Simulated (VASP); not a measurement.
All values below come from MS2 meta-GGA, VASP's PBE PAW potentials (set 64) (plane waves; VASP).

VASP ran on this input.

**POSCAR**
```
Sr
1
   -0.0000000000     3.0207863768     3.0207863768
    3.0207863768    -0.0000000000     3.0207863768
    3.0207863768     3.0207863768    -0.0000000000
Sr
1
Direct
  0.0000000000   0.0000000000   1.0000000000
```

### KPOINTS
```
Automatic mesh
0
Gamma
10 10 10
0 0 0
```

### INCAR
```
ALGO = Normal
EDIFF = 1E-6
EDIFFG = -0.01
ENCUT = 520
IBRION = 2
ISIF = 3
ISMEAR = 1
LASPH = .True.
LCHARG = .False.
LMAXMIX = 4
LMIXTAU = .True.
LREAL = .False.
LWAVE = .False.
METAGGA = MS2
NELM = 100
NSW = 60
PREC = Accurate
SIGMA = 0.1
SYSTEM = Sr
```

POTCAR, in this order: Sr_sv (PBE.64 set). Program: vasp_std.

What VASP printed:

### OSZICAR
```
       N       E                     dE             d eps       ncg     rms          rms(c)
DAV:   1     0.240813899995E+02    0.24081E+02   -0.45330E+03   846   0.901E+02
DAV:   2    -0.146517554640E+02   -0.38733E+02   -0.38153E+02  1013   0.167E+02
DAV:   3    -0.209890511735E+02   -0.63373E+01   -0.60205E+01  1388   0.398E+01
DAV:   4    -0.211725195609E+02   -0.18347E+00   -0.18358E+00  1180   0.730E+00
DAV:   5    -0.211801144735E+02   -0.75949E-02   -0.75899E-02  1390   0.112E+00    0.530E+01
DAV:   6    -0.330549149594E+01    0.17875E+02   -0.39645E+02   890   0.977E+01    0.267E+01
DAV:   7    -0.649804633246E+01   -0.31926E+01   -0.48614E+00   923   0.193E+01    0.308E+01
DAV:   8    -0.145474718741E+02   -0.80494E+01   -0.20005E+00  1231   0.194E+01    0.414E+01
DAV:   9    -0.131141374308E+02    0.14333E+01   -0.78805E-02  1029   0.411E+00    0.361E+01
DAV:  10    -0.327983861825E+01    0.98343E+01   -0.31699E+00   857   0.305E+01    0.781E+00
DAV:  11    -0.266943206297E+01    0.61041E+00   -0.23790E-01  1160   0.507E+00    0.769E+00
DAV:  12    -0.249290478969E+01    0.17653E+00   -0.84474E-02  1238   0.303E+00    0.767E+00
DAV:  13    -0.252534965310E+01   -0.32445E-01   -0.10374E-01   856   0.422E+00    0.691E+00
DAV:  14    -0.222729981045E+01    0.29805E+00   -0.35716E-01   855   0.843E+00    0.803E+00
DAV:  15    -0.218973879859E+01    0.37561E-01   -0.15998E-01   883   0.281E+00    0.726E+00
DAV:  16    -0.183226177009E+01    0.35748E+00   -0.32668E-01   972   0.427E+00    0.758E+00
DAV:  17    -0.217715940201E+01   -0.34490E+00   -0.49320E-01   849   0.863E+00    0.959E+00
DAV:  18    -0.237552720952E+01   -0.19837E+00   -0.50166E-01   848   0.765E+00    0.789E+00
DAV:  19    -0.237454645240E+01    0.98076E-03   -0.52216E-02  1175   0.200E+00    0.743E+00
DAV:  20    -0.232705773212E+01    0.47489E-01   -0.26076E-02  1038   0.193E+00    0.500E+00
DAV:  21    -0.232301475833E+01    0.40430E-02   -0.42984E-02   848   0.304E+00    0.455E+00
DAV:  22    -0.219283160687E+01    0.13018E+00   -0.13667E-01   846   0.546E+00    0.446E+00
DAV:  23    -0.228234686392E+01   -0.89515E-01   -0.82789E-02   846   0.472E+00    0.400E+00
DAV:  24    -0.203785881124E+01    0.24449E+00   -0.19949E-01   870   0.585E+00    0.501E+00
DAV:  25    -0.199519887191E+01    0.42660E-01   -0.21566E-02  1055   0.185E+00    0.472E+00
DAV:  26    -0.202852281028E+01   -0.33324E-01   -0.21952E-01   846   0.413E+00    0.396E+00
DAV:  27    -0.205028764803E+01   -0.21765E-01   -0.69823E-03  1200   0.107E+00    0.386E+00
DAV:  28    -0.204499333557E+01    0.52943E-02   -0.22045E-03   868   0.470E-01    0.383E+00
DAV:  29    -0.203835528057E+01    0.66381E-02   -0.30164E-02   862   0.248E+00    0.330E+00
DAV:  30    -0.213192544113E+01   -0.93570E-01   -0.88066E-02   846   0.400E+00    0.155E+00
DAV:  31    -0.214475083122E+01   -0.12825E-01   -0.89097E-02   846   0.312E+00    0.183E+00
DAV:  32    -0.213317201447E+01    0.11579E-01   -0.13493E-02   862   0.136E+00    0.183E+00
DAV:  33    -0.214559988347E+01   -0.12428E-01   -0.12579E-02   854   0.138E+00    0.192E+00
DAV:  34    -0.214449574550E+01    0.11041E-02   -0.23402E-04  1339   0.125E-01    0.193E+00
DAV:  35    -0.213758773814E+01    0.69080E-02   -0.68997E-03   847   0.646E-01    0.201E+00
DAV:  36    -0.213584701877E+01    0.17407E-02   -0.66694E-04   852   0.304E-01    0.197E+00
DAV:  37    -0.214233207742E+01   -0.64851E-02   -0.17648E-02   849   0.140E+00    0.219E+00
DAV:  38    -0.216855136163E+01   -0.26219E-01   -0.69512E-02   846   0.218E+00    0.228E+00
DAV:  39    -0.216699564863E+01    0.15557E-02   -0.63539E-04  1347   0.193E-01    0.222E+00
DAV:  40    -0.217133006191E+01   -0.43344E-02   -0.31305E-03   847   0.612E-01    0.199E+00
DAV:  41    -0.217180028969E+01   -0.47023E-03   -0.24510E-04  1147   0.171E-01    0.193E+00
DAV:  42    -0.217428639532E+01   -0.24861E-02   -0.81428E-03   850   0.897E-01    0.170E+00
DAV:  43    -0.217355132659E+01    0.73507E-03   -0.16836E-02   848   0.143E+00    0.142E+00
DAV:  44    -0.217299418828E+01    0.55714E-03   -0.48269E-03   904   0.902E-01    0.120E+00
DAV:  45    -0.217491262906E+01   -0.19184E-02   -0.37600E-03   851   0.646E-01    0.771E-01
DAV:  46    -0.217453843318E+01    0.37420E-03   -0.71821E-03   848   0.994E-01    0.522E-01
DAV:  47    -0.217357769298E+01    0.96074E-03   -0.12428E-03   852   0.423E-01    0.339E-01
DAV:  48    -0.217491788697E+01   -0.13402E-02   -0.29815E-03   848   0.674E-01    0.955E-02
DAV:  49    -0.217521908265E+01   -0.30120E-03   -0.63495E-04   848   0.280E-01    0.604E-02
DAV:  50    -0.217558049157E+01   -0.36141E-03   -0.13115E-03   848   0.387E-01    0.680E-02
DAV:  51    -0.217575947782E+01   -0.17899E-03   -0.60352E-04   866   0.252E-01    0.385E-02
DAV:  52    -0.217570423523E+01    0.55243E-04   -0.28287E-04   884   0.173E-01    0.188E-02
DAV:  53    -0.217571416162E+01   -0.99264E-05   -0.26288E-05   976   0.679E-02    0.147E-02
DAV:  54    -0.217571464707E+01   -0.48546E-06   -0.92265E-06   893   0.384E-02
   1 F= -.21757146E+01 E0= -.21750813E+01  d E =-.217571E+01
```

File OUTCAR:
```
------------------------ aborting loop because EDIFF is reached ----------------------------------------
  FORCE on cell =-STRESS in cart. coord.  units (eV):
  Direction    XX          YY          ZZ          XY          YZ          ZX
  --------------------------------------------------------------------------------------
  Total       -0.0075792     -0.0075792     -0.0075792     -0.0000000     -0.0000000      0.0000000
  in kB       -0.2202653     -0.2202653     -0.2202653     -0.0000000     -0.0000000      0.0000000
  external PRESSURE =      -0.2202653 kB  Pullay stress =       0.0000000 kB
  volume of cell :       55.13
      direct lattice vectors                 reciprocal lattice vectors
     0.000000000  3.020786377  3.020786377    -0.165519814  0.165519814  0.165519814
     3.020786377  0.000000000  3.020786377     0.165519814 -0.165519814  0.165519814
     3.020786377  3.020786377  0.000000000     0.165519814  0.165519814 -0.165519814
 POSITION                                       TOTAL-FORCE (eV/Angst)
 -----------------------------------------------------------------------------------
      0.00000      0.00000      0.00000         0.000000     -0.000000     -0.000000
 -----------------------------------------------------------------------------------
    total drift:                                0.000000      0.000000      0.000000
  FREE ENERGIE OF THE ION-ELECTRON SYSTEM (eV)
  ---------------------------------------------------
  free  energy   TOTEN  =        -2.1757146471 eV

  energy  without entropy=       -2.1738144841  energy(sigma->0) =       -2.17508126

 reached required accuracy - stopping structural energy minimisation
```
(Selected blocks of OUTCAR.)

The compound is Sr in the fcc structure. It was relaxed first. The start is the result of an earlier pass.
